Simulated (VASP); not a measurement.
## AlH2ClO: band gap by level of theory

```cif
data_structure
_symmetry_space_group_name_H-M 'P 1'
_symmetry_Int_Tables_number 1
_cell_length_a 13.0000
_cell_length_b 13.0000
_cell_length_c 11.0000
_cell_angle_alpha 90.000
_cell_angle_beta 90.000
_cell_angle_gamma 90.000
_cell_volume 1859.00
loop_
_atom_site_label
_atom_site_type_symbol
_atom_site_fract_x
_atom_site_fract_y
_atom_site_fract_z
_atom_site_occupancy
O1 O 0.43045 0.54093 0.45663 1
Al1 Al 0.54900 0.52662 0.51590 1
Cl1 Cl 0.60161 0.37968 0.56365 1
H1 H 0.38358 0.48555 0.44253 1
H2 H 0.61842 0.62355 0.53450 1
```

| rung | level | program and potentials | cutoff (eV) | k mesh | task | band gap (eV) | notes |
| --- | --- | --- | --- | --- | --- | --- | --- |
| GGA | PBE | VASP, PBE PAW files Al, Cl, H, O, 520 eV | 520 | 1 × 1 × 1 | single point | 6.12 | - |
| GGA + dispersion | PBE+TS | VASP, PBE PAW files Al, Cl, H, O, 520 eV | 520 | 1 × 1 × 1 | atomic charges | 6.12 | - |
| meta-GGA | SCAN | VASP, PBE PAW files Al, Cl, H, O, 520 eV | 520 | 1 × 1 × 1 | single point | 6.80 | potentials made for PBE |
| meta-GGA | r2SCAN | VASP, PBE PAW files Al, Cl_h, H_h, O_h, 900 eV | 900 | 1 × 1 × 1 | single point | 6.84 | potentials made for PBE |
| hybrid + dispersion | PBE0+TS | VASP, PBE PAW files Al, Cl, H, O, 520 eV | 520 | 1 × 1 × 1 | single point | 8.29 | potentials made for PBE |

All rows: no spin polarisation. Gaps are the least found on the k mesh or the band path, and a mesh can miss the band edges. The cell was made for these runs and isn't a measured one. All levels ran on this one cell, unrelaxed unless noted. Meshes are those of the run's cell of 5 atoms unless a note names another. Runs on faulty files, with rough fits or with known faults for this quantity aren't shown. No row holds spin-orbit coupling.

By rung: GGA 6.12; GGA + dispersion 6.12; meta-GGA 6.80 to 6.84; hybrid + dispersion 8.29 (eV).
